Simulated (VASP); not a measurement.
# A VASP study of BN (LDA): structure first, properties next, part 4 of 7

What structure and properties does LDA give BN, and how near are they to the measured ones? The start is a cell from a database of measured crystal structures.

VASP 6.6.1; LDA; plane waves and PAW (B, N).

So far, gap on the k-mesh (eV): step 2 (relaxing cell and atoms (LDA)) 4.23; step 3 (second relaxation) 4.23; step 6 (total and projected DOS (LDA)) 4.08. The relaxed cell has a = 2.491, c = 6.466 Å (conventional setting).

The database entry behind the starting cell differs from later determinations by our own check (about 0.3 % short, minor phase), so it need not match the best structure at ambient conditions.

### 7. Zone-centre phonons (LDA)

Zone-centre modes test whether the atoms sit at a minimum within this cell. IBRION = 8 takes the force constants from linear response, which needs tightly converged orbitals.

The input, INCAR:

```
SYSTEM = BN
PREC = Accurate
ENCUT = 520
EDIFF = 1E-08
NELM = 100
ISMEAR = 0
SIGMA = 0.05
LREAL = .FALSE.
ALGO = Normal
GGA = CA
NBANDS = 14
LORBIT = 11
LWAVE = .FALSE.
LCHARG = .FALSE.
KPAR = 4
IBRION = 8
LEPSILON = .TRUE.
ISIF = 2
```

The input, POSCAR:

```
BN
1.0
    2.4905852083      0.0000000000      0.0000000000
   -1.2452926041      2.1569100607      0.0000000000
    0.0000000000      0.0000000000      6.4663671138
B N
2 2
Direct
    0.3333333333      0.6666666667      0.2500000000
    0.6666666667      0.3333333333      0.7500000000
    0.3333333333      0.6666666667      0.7500000000
    0.6666666667      0.3333333333      0.2500000000
```

The input, KPOINTS:

```
Automatic mesh
0
Gamma
9 9 3
0 0 0
```

The projector-augmented-wave data sets are B and N (LDA family, release 64).

Launch:

```sh
$ mpirun -np 4 vasp_std
```

Output:

```text
[... set-up lines as in an earlier step ...]
 entering main loop
       N       E                     dE             d eps       ncg     rms          rms(c)
[... 11 cycles as in an earlier step ...]
DAV:  12    -0.385806161693E+02    0.45206E-06   -0.66977E-06   774   0.201E-02    0.114E-03
DAV:  13    -0.385806161589E+02    0.10390E-07   -0.31204E-07   852   0.410E-03    0.342E-04
DAV:  14    -0.385806161631E+02   -0.41950E-08   -0.27366E-09   552   0.455E-04
   1 F= -.38580616E+02 E0= -.38580616E+02  d E =-.365612E-14
 Linear response reoptimize wavefunctions to high precision
DAV:   1    -0.385806161630E+02    0.12915E-09   -0.25678E-10   576   0.148E-04
DAV:   2    -0.385806161630E+02    0.13642E-10   -0.25720E-11   408   0.446E-05
 Linear response G [H, r] |phi>, progress :
  Direction:   1
       N       E                     dE             d eps       ncg     rms
RMM:   1    -0.586471882079E+02   -0.58647E+02    0.40423E+01  1402   0.676E+01
RMM:   2    -0.573679724289E+02    0.12792E+01   -0.24752E+00  1116   0.128E+01
RMM:   3    -0.573923235997E+02   -0.24351E-01   -0.20126E-02  1215   0.104E+00
RMM:   4    -0.573930629070E+02   -0.73931E-03   -0.20226E-04  1238   0.121E-01
RMM:   5    -0.573930780107E+02   -0.15104E-04   -0.54586E-06  1239   0.174E-02
RMM:   6    -0.573930786434E+02   -0.63265E-06    0.10542E-07  1220   0.285E-03
RMM:   7    -0.573930786666E+02   -0.23263E-07    0.10355E-07  1117   0.882E-04
RMM:   8    -0.573930786688E+02   -0.21329E-08    0.66385E-08   885   0.586E-04
 Linear response G [H, r] |phi>, progress :
  Direction:   2
       N       E                     dE             d eps       ncg     rms
RMM:   1    -0.623452833546E+02   -0.62345E+02   -0.22979E+01  1345   0.643E+01
RMM:   2    -0.608940250625E+02    0.14513E+01   -0.18235E+00  1122   0.109E+01
RMM:   3    -0.609103671327E+02   -0.16342E-01   -0.16521E-02  1197   0.874E-01
RMM:   4    -0.609107711548E+02   -0.40402E-03   -0.17459E-04  1226   0.102E-01
RMM:   5    -0.609107788253E+02   -0.76704E-05   -0.42730E-06  1236   0.140E-02
RMM:   6    -0.609107792610E+02   -0.43571E-06   -0.79816E-07  1213   0.224E-03
RMM:   7    -0.609107792917E+02   -0.30665E-07   -0.98727E-07  1070   0.762E-04
RMM:   8    -0.609107792950E+02   -0.33266E-08   -0.11257E-06   842   0.564E-04
RMM:   9    -0.609107792968E+02   -0.18501E-08   -0.19260E-06   759   0.548E-04
RMM:  10    -0.609107792936E+02    0.32644E-08   -0.50909E-06   702   0.548E-04
RMM:  11    -0.609107792930E+02    0.58407E-09    0.51727E-06   685   0.549E-04
 Linear response G [H, r] |phi>, progress :
  Direction:   3
       N       E                     dE             d eps       ncg     rms
RMM:   1    -0.553929167583E+02   -0.55393E+02    0.10297E+02  1222   0.773E+01
RMM:   2    -0.586683036496E+02   -0.32754E+01   -0.17015E+00  1055   0.929E+00
RMM:   3    -0.586960226262E+02   -0.27719E-01   -0.39484E-02  1132   0.115E+00
RMM:   4    -0.586964514815E+02   -0.42886E-03   -0.60645E-04  1155   0.139E-01
RMM:   5    -0.586964615402E+02   -0.10059E-04   -0.14334E-05  1122   0.207E-02
RMM:   6    -0.586964617593E+02   -0.21910E-06   -0.49251E-07  1054   0.338E-03
RMM:   7    -0.586964617639E+02   -0.45373E-08   -0.70032E-08   930   0.666E-04
 Linear response to external field (no local field effect), progress :
  Direction:   1
       N       E                     dE             d eps       ncg     rms          rms(c)
RMM:   1    -0.425584063549E+00   -0.42558E+00   -0.19458E+00  1325   0.299E+00
RMM:   2    -0.435527532370E+00   -0.99435E-02   -0.30437E-03  1150   0.275E-01
RMM:   3    -0.435553379787E+00   -0.25847E-04   -0.34212E-05  1183   0.239E-02
RMM:   4    -0.435553749747E+00   -0.36996E-06   -0.37411E-07  1191   0.263E-03
RMM:   5    -0.435553754348E+00   -0.46010E-08   -0.87557E-09  1018   0.331E-04
 change of polarisation eV/A/(eV/A) component  1 :     0.871     0.226    -0.031
 dielectric tensor                  component  1 :     5.538     1.178    -0.163
 Linear response to external field (no local field effect), progress :
  Direction:   2
       N       E                     dE             d eps       ncg     rms          rms(c)
RMM:   1    -0.337522149557E+00   -0.33752E+00   -0.13536E+00  1286   0.286E+00
RMM:   2    -0.345623303584E+00   -0.81012E-02   -0.22539E-03  1136   0.251E-01
RMM:   3    -0.345646805471E+00   -0.23502E-04   -0.30015E-05  1200   0.227E-02
RMM:   4    -0.345647173141E+00   -0.36767E-06   -0.35937E-07  1205   0.254E-03
RMM:   5    -0.345647177453E+00   -0.43119E-08   -0.10622E-08  1005   0.330E-04
 change of polarisation eV/A/(eV/A) component  2 :     0.226     0.691    -0.040
 dielectric tensor                  component  2 :     1.178     4.601    -0.206
 Linear response to external field (no local field effect), progress :
  Direction:   3
       N       E                     dE             d eps       ncg     rms          rms(c)
RMM:   1    -0.213355545482E+00   -0.21336E+00   -0.57205E-01  1270   0.236E+00
RMM:   2    -0.215428261410E+00   -0.20727E-02   -0.28152E-03  1098   0.327E-01
RMM:   3    -0.215451189788E+00   -0.22928E-04   -0.23153E-05  1113   0.222E-02
RMM:   4    -0.215451454276E+00   -0.26449E-06   -0.25758E-07  1080   0.239E-03
RMM:   5    -0.215451457131E+00   -0.28546E-08   -0.53021E-09   900   0.260E-04
 change of polarisation eV/A/(eV/A) component  3 :    -0.031    -0.040     0.431
 dielectric tensor                  component  3 :    -0.163    -0.206     3.245
 Linear response to external field, progress :
  Direction:   1
       N       E                     dE             d eps       ncg     rms          rms(c)
RMM:   1    -0.382016244020E+00   -0.38202E+00   -0.16544E+00  2673   0.285E+00
RMM:   2    -0.390576343698E+00   -0.85601E-02   -0.26165E-03  2336   0.254E-01    0.836E-01
RMM:   3    -0.382981868938E+00    0.75945E-02   -0.58257E-03  2387   0.512E-01    0.484E-01
RMM:   4    -0.391821690097E+00   -0.88398E-02   -0.76228E-03  2370   0.584E-01    0.725E-02
RMM:   5    -0.393564337872E+00   -0.17426E-02   -0.11021E-04  2386   0.827E-02    0.660E-03
RMM:   6    -0.393629747866E+00   -0.65410E-04   -0.18009E-06  2546   0.943E-03    0.321E-03
RMM:   7    -0.393702163563E+00   -0.72416E-04    0.83126E-08  2520   0.263E-03    0.344E-04
RMM:   8    -0.393705797472E+00   -0.36339E-05    0.19659E-07  2392   0.247E-04    0.125E-04
RMM:   9    -0.393706993793E+00   -0.11963E-05    0.21125E-07  2084   0.130E-04    0.795E-06
 change of polarisation eV/A/(eV/A) component  1 :     0.752     0.065     0.005
 dielectric tensor                  component  1 :     4.919     0.337     0.026
 Linear response to external field, progress :
  Direction:   2
[...]
RMM:   3    -0.382977965744E+00    0.75976E-02   -0.57635E-03  2394   0.512E-01    0.484E-01
RMM:   4    -0.391820282497E+00   -0.88423E-02   -0.77097E-03  2422   0.585E-01    0.726E-02
RMM:   5    -0.393573771468E+00   -0.17535E-02   -0.10864E-04  2415   0.811E-02    0.663E-03
RMM:   6    -0.393626106825E+00   -0.52335E-04   -0.47759E-07  2555   0.938E-03    0.333E-03
RMM:   7    -0.393701131918E+00   -0.75025E-04   -0.17709E-07  2549   0.270E-03    0.339E-04
RMM:   8    -0.393704300157E+00   -0.31682E-05   -0.26789E-07  2439   0.256E-04    0.125E-04
RMM:   9    -0.393707847211E+00   -0.35471E-05   -0.83063E-08  2119   0.126E-04    0.113E-05
RMM:  10    -0.393706480792E+00    0.13664E-05   -0.68595E-08  1446   0.513E-05    0.373E-06
 change of polarisation eV/A/(eV/A) component  2 :     0.065     0.752    -0.032
 dielectric tensor                  component  2 :     0.337     4.919    -0.168
 Linear response to external field, progress :
  Direction:   3
       N       E                     dE             d eps       ncg     rms          rms(c)
RMM:   1    -0.213355545482E+00   -0.21336E+00   -0.57205E-01  1270   0.236E+00
RMM:   2    -0.215428261410E+00   -0.20727E-02   -0.28152E-03  1098   0.327E-01    0.665E-01
RMM:   3    -0.190597197254E+00    0.24831E-01   -0.19174E-02   981   0.831E-01    0.339E-01
RMM:   4    -0.191301331591E+00   -0.70413E-03   -0.17740E-02  1061   0.776E-01    0.956E-02
RMM:   5    -0.194121324554E+00   -0.28200E-02   -0.40054E-04  1087   0.122E-01    0.880E-03
RMM:   6    -0.194241447284E+00   -0.12012E-03   -0.16713E-05  1129   0.175E-02    0.416E-03
RMM:   7    -0.194331857376E+00   -0.90410E-04   -0.72503E-07  1125   0.422E-03    0.981E-04
RMM:   8    -0.194335190419E+00   -0.33330E-05   -0.88339E-08  1097   0.149E-03    0.300E-04
RMM:   9    -0.194336514798E+00   -0.13244E-05   -0.59203E-09  1098   0.436E-04    0.228E-05
RMM:  10    -0.194335696700E+00    0.81810E-06   -0.19765E-10   787   0.666E-05    0.750E-06
 change of polarisation eV/A/(eV/A) component  3 :    -0.031    -0.039     0.362
 dielectric tensor                  component  3 :    -0.162    -0.205     2.884
 Linear response DOF=           4
 Linear response progress:
  Degree of freedom:   1/  4
       N       E                     dE             d eps       ncg     rms          rms(c)
RMM:   1    -0.565733396821E-01   -0.56573E-01   -0.70814E-02  5442   0.167E+00
RMM:   2    -0.422689940168E-01    0.14304E-01   -0.29418E-03  3759   0.350E-01    0.220E-01
RMM:   3    -0.417608528223E-01    0.50814E-03    0.39019E-04  3777   0.147E-01    0.120E-01
RMM:   4    -0.420841144664E-01   -0.32326E-03    0.29755E-04  3634   0.152E-01    0.136E-02
RMM:   5    -0.421604757931E-01   -0.76361E-04   -0.48443E-05  3957   0.184E-02    0.145E-03
RMM:   6    -0.421571262937E-01    0.33495E-05   -0.47684E-06  4020   0.165E-03    0.712E-04
RMM:   7    -0.421521137393E-01    0.50126E-05   -0.58879E-06  3877   0.976E-04    0.834E-05
RMM:   8    -0.421525968096E-01   -0.48307E-06   -0.98349E-08  4125   0.180E-04    0.358E-05
RMM:   9    -0.421525507072E-01    0.46102E-07   -0.15445E-07  4220   0.422E-05    0.669E-06
RMM:  10    -0.421524793470E-01    0.71360E-07    0.30375E-07  4290   0.187E-05    0.120E-06
RMM:  11    -0.421525402104E-01   -0.60863E-07    0.24639E-07  3651   0.957E-06    0.206E-07
RMM:  12    -0.421525339345E-01    0.62759E-08    0.32060E-07  2553   0.798E-06    0.126E-07
RMM:  13    -0.421524186633E-01    0.11527E-06    0.38895E-07  2111   0.780E-06    0.740E-08
 first order change of Fermi-energy  -0.31911E-04
 force on displaced ion       1 direction 1 : -42.646   0.007   0.000
 Born effective charge ion    1 direction 1 :   2.704   0.000   0.000
 Linear response progress:
  Degree of freedom:   2/  4
       N       E                     dE             d eps       ncg     rms          rms(c)
RMM:   1    -0.473349240816E-01   -0.47335E-01    0.42971E-02  1738   0.134E+00
RMM:   2    -0.476252272355E-01   -0.29030E-03   -0.56535E-04  1380   0.170E-01    0.146E-01
RMM:   3    -0.473754326858E-01    0.24979E-03   -0.52045E-05  1321   0.508E-02    0.865E-02
RMM:   4    -0.473110215338E-01    0.64411E-04   -0.64741E-05  1385   0.526E-02    0.761E-03
RMM:   5    -0.472509070474E-01    0.60114E-04   -0.54077E-06  1430   0.130E-02    0.165E-03
RMM:   6    -0.472412494206E-01    0.96576E-05   -0.89075E-08  1507   0.219E-03    0.580E-04
RMM:   7    -0.472393577067E-01    0.18917E-05   -0.90517E-09  1508   0.560E-04    0.162E-04
RMM:   8    -0.472392938116E-01    0.63895E-07   -0.82071E-09  1527   0.195E-04    0.339E-05
RMM:   9    -0.472394691169E-01   -0.17531E-06   -0.19963E-08  1530   0.471E-05    0.971E-06
RMM:  10    -0.472395548788E-01   -0.85762E-07   -0.10915E-09  1584   0.190E-05    0.196E-06
RMM:  11    -0.472395321706E-01    0.22708E-07   -0.36320E-09  1408   0.585E-06    0.490E-07
RMM:  12    -0.472395365050E-01   -0.43344E-08    0.20558E-10   973   0.376E-06    0.999E-08
 first order change of Fermi-energy   0.68829E-04
 force on displaced ion       1 direction 3 :  -0.000   0.000 -13.752
 Born effective charge ion    1 direction 3 :  -0.000   0.000   0.818
 Linear response progress:
  Degree of freedom:   3/  4
       N       E                     dE             d eps       ncg     rms          rms(c)
RMM:   1    -0.239179761400E+00   -0.23918E+00    0.13110E-01  4395   0.356E+00
RMM:   2    -0.229703562311E+00    0.94762E-02   -0.36913E-03  3789   0.517E-01    0.283E-01
RMM:   3    -0.230515339180E+00   -0.81178E-03   -0.10689E-03  3581   0.236E-01    0.151E-01
RMM:   4    -0.232869371195E+00   -0.23540E-02   -0.10448E-03  3361   0.226E-01    0.252E-02
RMM:   5    -0.232882309696E+00   -0.12939E-04   -0.58025E-06  4132   0.383E-02    0.152E-03
RMM:   6    -0.232888814666E+00   -0.65050E-05    0.21421E-06  4161   0.315E-03    0.886E-04
RMM:   7    -0.232883552036E+00    0.52626E-05    0.60130E-06  4093   0.737E-04    0.131E-04
RMM:   8    -0.232886231785E+00   -0.26797E-05   -0.13015E-06  3901   0.254E-04    0.220E-05
RMM:   9    -0.232886396280E+00   -0.16449E-06   -0.56599E-07  4298   0.693E-05    0.447E-06
RMM:  10    -0.232886312262E+00    0.84018E-07   -0.46392E-07  4225   0.263E-05    0.111E-06
RMM:  11    -0.232886339976E+00   -0.27714E-07   -0.50227E-07  3731   0.189E-05    0.370E-07
RMM:  12    -0.232886311001E+00    0.28975E-07   -0.49072E-07  2701   0.176E-05    0.193E-07
RMM:  13    -0.232886348651E+00   -0.37651E-07   -0.53650E-07  2328   0.173E-05    0.947E-08
 first order change of Fermi-energy   0.14566E-04
 force on displaced ion       3 direction 1 : -42.720   0.002   0.000
 Born effective charge ion    3 direction 1 :  -2.705   0.001   0.000
 Linear response progress:
  Degree of freedom:   4/  4
       N       E                     dE             d eps       ncg     rms          rms(c)
RMM:   1    -0.263525766008E+00   -0.26353E+00    0.14966E-01  1543   0.314E+00
RMM:   2    -0.263758557141E+00   -0.23279E-03   -0.13064E-03  1370   0.268E-01    0.196E-01
RMM:   3    -0.263917622409E+00   -0.15907E-03   -0.15624E-03  1282   0.236E-01    0.868E-02
RMM:   4    -0.264930721178E+00   -0.10131E-02   -0.69845E-04  1317   0.158E-01    0.144E-02
RMM:   5    -0.264952415612E+00   -0.21694E-04   -0.14509E-05  1454   0.245E-02    0.312E-03
RMM:   6    -0.264985302843E+00   -0.32887E-04   -0.86240E-07  1473   0.528E-03    0.108E-03
RMM:   7    -0.264968277350E+00    0.17025E-04   -0.11439E-07  1334   0.205E-03    0.136E-04
RMM:   8    -0.264967800244E+00    0.47711E-06    0.13260E-08  1555   0.321E-04    0.205E-05
RMM:   9    -0.264968156089E+00   -0.35584E-06    0.62004E-08  1410   0.414E-05    0.944E-06
RMM:  10    -0.264968194740E+00   -0.38651E-07   -0.13337E-09  1569   0.160E-05    0.106E-06
RMM:  11    -0.264968150957E+00    0.43783E-07    0.26941E-09  1256   0.675E-06    0.406E-07
RMM:  12    -0.264968190422E+00   -0.39465E-07    0.30530E-09   966   0.600E-06    0.476E-08
 first order change of Fermi-energy   0.18746E-04
 force on displaced ion       3 direction 3 :  -0.000   0.000 -13.969
 Born effective charge ion    3 direction 3 :   0.000   0.000  -0.819
 Born effective charges drift removed
 Linear response finished
```

It took 29 s on 4 MPI ranks of Intel Xeon 6975P-C (Granite Rapids), shared host; peak memory 0.9 GiB.

[end of part 4 of 7]

[Lines on the potential files, build, host, timing and source positions are cut from VASP's logs without a mark.]

[Logs are printed without paths, hosts, clocks, repeated set-up lines and the standing remarks that a program may print on its own settings, such as how far it seeks lower states.]

[Hosts, paths, dates, database ids (printed as entryN), source tags and the programs' standing remarks are cut or masked in the printed files.]

[A measured line is paired with the nearest computed mode of its activity, which favours agreement.]

[In band tables of VASP the shares of atoms and orbitals are scaled to a sum of 1 inside the atoms' spheres.]
